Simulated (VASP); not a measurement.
Output of a VASP run:

### OSZICAR
```
       N       E                     dE             d eps       ncg     rms          rms(c)
DAV:   1     0.390963848718E+03    0.39096E+03   -0.17927E+04   960   0.146E+03
DAV:   2    -0.196624060901E+02   -0.41063E+03   -0.40253E+03  1264   0.423E+02
DAV:   3    -0.499918276225E+02   -0.30329E+02   -0.30298E+02  1200   0.126E+02
DAV:   4    -0.511332659876E+02   -0.11414E+01   -0.11409E+01  1416   0.223E+01
DAV:   5    -0.511691287471E+02   -0.35863E-01   -0.35861E-01  1280   0.323E+00    0.219E+01
DAV:   6    -0.403120885182E+02    0.10857E+02   -0.77062E+01  1464   0.723E+01    0.102E+01
DAV:   7    -0.402207465246E+02    0.91342E-01   -0.13811E+01  1224   0.262E+01    0.597E+00
DAV:   8    -0.399708888881E+02    0.24986E+00   -0.10237E+00  1248   0.909E+00    0.285E+00
DAV:   9    -0.399989353309E+02   -0.28046E-01   -0.40219E-01  1288   0.497E+00    0.156E+00
DAV:  10    -0.399758358543E+02    0.23099E-01   -0.20084E-01  1248   0.432E+00    0.453E-01
DAV:  11    -0.399734074062E+02    0.24284E-02   -0.17754E-02  1152   0.840E-01    0.124E-01
DAV:  12    -0.399739481260E+02   -0.54072E-03   -0.45681E-03  1264   0.550E-01    0.186E-01
DAV:  13    -0.399733772657E+02    0.57086E-03   -0.24917E-03  1160   0.448E-01    0.850E-03
DAV:  14    -0.399733836266E+02   -0.63609E-05   -0.54385E-05  1200   0.503E-02    0.878E-03
DAV:  15    -0.399733838202E+02   -0.19354E-06   -0.11918E-05  1184   0.313E-02    0.553E-03
DAV:  16    -0.399733833566E+02    0.46357E-06   -0.25736E-06   952   0.151E-02
   1 F= -.39973383E+02 E0= -.39973383E+02  d E =-.347256E-92
```

OUTCAR:
```
------------------------ aborting loop because EDIFF is reached ----------------------------------------
  FORCE on cell =-STRESS in cart. coord.  units (eV):
  Direction    XX          YY          ZZ          XY          YZ          ZX
  --------------------------------------------------------------------------------------
  Total       -4.6617245     -4.6617245     -4.6617245     -0.0000000     -0.0000000      0.0000000
  in kB     -109.0186848   -109.0186848   -109.0186848     -0.0000000     -0.0000000      0.0000000
  external PRESSURE =    -109.0186848 kB  Pullay stress =       0.0000000 kB
  volume of cell :       68.51
      direct lattice vectors                 reciprocal lattice vectors
     4.091841000  0.000000000  0.000000000     0.244388773  0.000000000  0.000000000
     0.000000000  4.091841000  0.000000000     0.000000000  0.244388773  0.000000000
     0.000000000  0.000000000  4.091841000     0.000000000  0.000000000  0.244388773
 POSITION                                       TOTAL-FORCE (eV/Angst)
 -----------------------------------------------------------------------------------
      2.04592      2.04592      2.04592         0.000000      0.000000      0.000000
      0.00000      0.00000      0.00000         0.000000      0.000000      0.000000
      2.04592      0.00000      0.00000         0.000000      0.000000      0.000000
      0.00000      2.04592      0.00000         0.000000      0.000000      0.000000
      0.00000      0.00000      2.04592         0.000000      0.000000      0.000000
 -----------------------------------------------------------------------------------
    total drift:                               -0.000000      0.000000     -0.000000
  FREE ENERGIE OF THE ION-ELECTRON SYSTEM (eV)
  ---------------------------------------------------
  free  energy   TOTEN  =       -39.9733833566 eV

  energy  without entropy=      -39.9733833566  energy(sigma->0) =      -39.97338336
```
(Selected blocks of OUTCAR.)

**POSCAR**
```
BaTiO3
1
    4.0918410000     0.0000000000     0.0000000000
    0.0000000000     4.0918410000     0.0000000000
    0.0000000000     0.0000000000     4.0918410000
Ba Ti O
1 1 3
Direct
  0.5000000000   0.5000000000   0.5000000000
  0.0000000000   0.0000000000   0.0000000000
  0.5000000000   0.0000000000   0.0000000000
  0.0000000000   0.5000000000   0.0000000000
  0.0000000000   0.0000000000   0.5000000000
```

Problem. Reconstruct the remaining input files.

Solution. Several could match; the one computed here: the input of the run itself, PBE GGA, plane waves, VASP's PBE PAW potentials (set 64).

**INCAR**
```
SYSTEM = BaTiO3
PREC = Accurate
ENCUT = 400
EDIFF = 1E-6
NELM = 100
ALGO = Normal
LREAL = .FALSE.
LASPH = .TRUE.
ISMEAR = 0
SIGMA = 0.01
GGA = PE
LMAXMIX = 4
LWAVE = .FALSE.
LCHARG = .FALSE.
ISIF = 2
```

### KPOINTS
```
Automatic mesh
0
Gamma
6 6 6
0 0 0
```

POTCAR, in this order: Ba_sv Ti_sv O (PBE.64 set). Program: vasp_std.

At this cut-off the stress carries a Pulay error, which pulls relaxed volumes low.

The structure comes from a computed database's BaTiO3 entry; how it stands against other phases isn't given here. The cell was not relaxed at this level.
